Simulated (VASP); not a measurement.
```
PbTe
1.0
    0.00000     3.13697     3.13697
    3.13697     0.00000     3.13697
    3.13697     3.13697     0.00000
Te Pb
1 1
Direct
  0.50000   0.50000   0.50000
  0.00000   0.00000   0.00000
```

Method: r2SCAN meta-GGA, VASP's PBE PAW potentials (set 64) (plane waves; VASP). Run with 480 eV cut-off, 6×6×6 Γ-centred mesh, Gaussian smearing of 0.050 eV, potentials Te Pb_d.

What does the run give for the energy per atom (σ→0), pressure?

| Quantity | Value |
|---|---|
| energy per atom (σ→0) | -41.275 eV/atom |
| pressure | 68.6 kbar |

Only differences to runs with the same potentials and settings are physical.

The compound is PbTe in the rock salt structure. This cell was strained or had an atom moved on purpose.
